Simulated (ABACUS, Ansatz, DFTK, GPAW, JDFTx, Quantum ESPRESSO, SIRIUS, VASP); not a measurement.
## HfO2: programs and potentials compared

```
Hf O
1.0
     0.00000    2.55750    2.55750
     2.55750    0.00000    2.55750
     2.55750    2.55750    0.00000
Hf O
1 2
Direct
  0.00000 0.00000 0.00000
  0.75000 0.75000 0.75000
  0.25000 0.25000 0.25000
```

Measurements of this composition are mostly on another form, of space group No. 14.

Alike in all runs: task single point; functional PBEsol; k mesh 9 × 9 × 9; occupations fermi-dirac, width 0.05 eV; no spin polarisation; no spin-orbit coupling. Pressure is positive in compression and, in plane waves, holds the error of the finite cutoff.

```tsv
program and potentials	plane-wave cutoff (eV)	notes	pressure (GPa)
ABACUS, PseudoDojo NC SR 0.4.1 PBEsol standard, plane waves	1143	8 valence electrons an atom on average	?
JDFTx, PseudoDojo-SR-PBEsol-0.4.1-standard with smoothed tails	1143	8 valence electrons an atom on average	-13.14
DFTK, PseudoDojo SR PBEsol 0.4.1 standard (PBEsol)	1143	8 valence electrons an atom on average	-13.14
SIRIUS, PseudoDojo 0.4.1 PBEsol standard (scalar relativistic)	1152	8 valence electrons an atom on average	-13.16
Quantum ESPRESSO, GBRV 1.5 PBEsol	612	8 valence electrons an atom on average	-12.28
GPAW, PAW data sets generated for this functional	800	8 valence electrons an atom on average	-10.35
Ansatz, all-electron LAPW, scalar-relativistic	-	-	-10.18
VASP, PBE PAW files Hf_pv, O, 520 eV	520	potentials made for PBE; 7.33 valence electrons an atom on average	-13.55
```

Task: Estimate from the other rows what the run with ABACUS, PseudoDojo NC SR 0.4.1 PBEsol standard, plane waves gave.

Result: Pressure -13.22 GPa. The other rows, which needn't bracket it: pressure -13.55 to -10.18.
